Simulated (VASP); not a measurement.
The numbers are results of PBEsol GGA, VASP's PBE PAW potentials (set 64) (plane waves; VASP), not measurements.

The input files of a VASP run:

### POSCAR
```
CeO2
3.8164730
  0.0000000000   0.7071067615   0.7071067615
  0.7071067615   0.0000000000   0.7071067615
  0.7071067615   0.7071067615   0.0000000000
Ce O
1 2
Cart
  0.0000000000   0.0000000000   0.0000000000
  0.3535533807   0.3535533807   0.3535533807
  1.0606601422   1.0606601422   1.0606601422
```

**INCAR**
```
ALGO = Normal
EDIFF = 1E-7
ENCUT = 520
GGA = PS
ICHARG = 11
ISMEAR = 0
LASPH = T
LCHARG = F
LMAXMIX = 6
LORBIT = 11
LREAL = F
LWAVE = F
NELM = 100
PREC = Accurate
SIGMA = 0.05
SYSTEM = CeO2
```

### KPOINTS
```
k-points along high-symmetry lines
15
Line-mode
Reciprocal
  0.000000   0.000000   0.000000 ! GAMMA
  0.500000   0.000000   0.500000 ! X

  0.500000   0.000000   0.500000 ! X
  0.625000   0.250000   0.625000 ! U

  0.375000   0.375000   0.750000 ! K
  0.000000   0.000000   0.000000 ! GAMMA

  0.000000   0.000000   0.000000 ! GAMMA
  0.500000   0.500000   0.500000 ! L

  0.500000   0.500000   0.500000 ! L
  0.500000   0.250000   0.750000 ! W

  0.500000   0.250000   0.750000 ! W
  0.500000   0.000000   0.500000 ! X
```

POTCAR, in this order: Ce O (PBE.64 set). Program: vasp_std. Read from the step before: CHGCAR.

Output of the run:

**OSZICAR**
```
       N       E                     dE             d eps       ncg     rms          rms(c)
DAV:   1     0.181292892463E+03    0.18129E+03   -0.11892E+04  2912   0.207E+03
DAV:   2     0.396060907582E+01   -0.17733E+03   -0.17147E+03  3960   0.291E+02
DAV:   3    -0.260081952354E+02   -0.29969E+02   -0.28793E+02  4136   0.133E+02
DAV:   4    -0.276207314077E+02   -0.16125E+01   -0.14760E+01  3880   0.294E+01
DAV:   5    -0.277156950565E+02   -0.94964E-01   -0.94960E-01  4672   0.670E+00
DAV:   6    -0.277212958452E+02   -0.56008E-02   -0.56008E-02  4432   0.134E+00
DAV:   7    -0.277214991073E+02   -0.20326E-03   -0.20326E-03  4720   0.289E-01
DAV:   8    -0.277215103538E+02   -0.11247E-04   -0.11247E-04  4632   0.646E-02
DAV:   9    -0.277215112192E+02   -0.86535E-06   -0.86534E-06  4760   0.164E-02
DAV:  10    -0.277215112907E+02   -0.71561E-07   -0.71586E-07  3760   0.429E-03
   1 F= -.27721511E+02 E0= -.27721511E+02  d E =-.729656E-18
```

### OUTCAR
```
 val. band max:        5.3042659966   @ k =   0.2679   0.2679   0.5357

 cond. band min:       7.2657801133   @ k =   0.5000   0.5000   0.5000



 k-point     1 :       0.0000    0.0000    0.0000
  band No.  band energies     occupation
      1     -27.1094      2.00000
      2     -10.9873      2.00000
      3     -10.0121      2.00000
      4      -9.2428      2.00000
      5      -9.2428      2.00000
      6      -9.2428      2.00000
      7       1.3098      2.00000
      8       1.3098      2.00000
      9       1.3098      2.00000
     10       4.6463      2.00000
     11       4.6463      2.00000
     12       4.6463      2.00000
     13       7.5988      0.00000
     14       7.5988      0.00000
     15       7.5988      0.00000
     16       7.8780      0.00000

 k-point     2 :       0.0357    0.0000    0.0357
  band No.  band energies     occupation
      1     -27.1057      2.00000
      2     -11.0665      2.00000
      3     -10.0235      2.00000
      4      -9.2516      2.00000
      5      -9.2516      2.00000
      6      -9.1565      2.00000
      7       1.3319      2.00000
      8       1.3319      2.00000
      9       1.3470      2.00000
     10       4.5918      2.00000
     11       4.6575      2.00000
     12       4.6575      2.00000
     13       7.5938      0.00000
     14       7.5997      0.00000
     15       7.5997      0.00000
     16       7.8802      0.00000

 k-point     3 :       0.0714    0.0000    0.0714
  band No.  band energies     occupation
      1     -27.0949      2.00000
      2     -11.2676      2.00000
      3     -10.0566      2.00000
      4      -9.2775      2.00000
      5      -9.2775      2.00000
      6      -8.9348      2.00000
      7       1.3974      2.00000
      8       1.3974      2.00000
      9       1.4572      2.00000
     10       4.4334      2.00000
     11       4.6900      2.00000
     12       4.6900      2.00000
     13       7.5794      0.00000
     14       7.6024      0.00000
...
```

The density is held fixed in this step, so its total energy and stress have no physical meaning.

The compound is CeO2 in the fluorite structure. It was relaxed first. The run is not spin-polarised, so no magnetic state was tried.
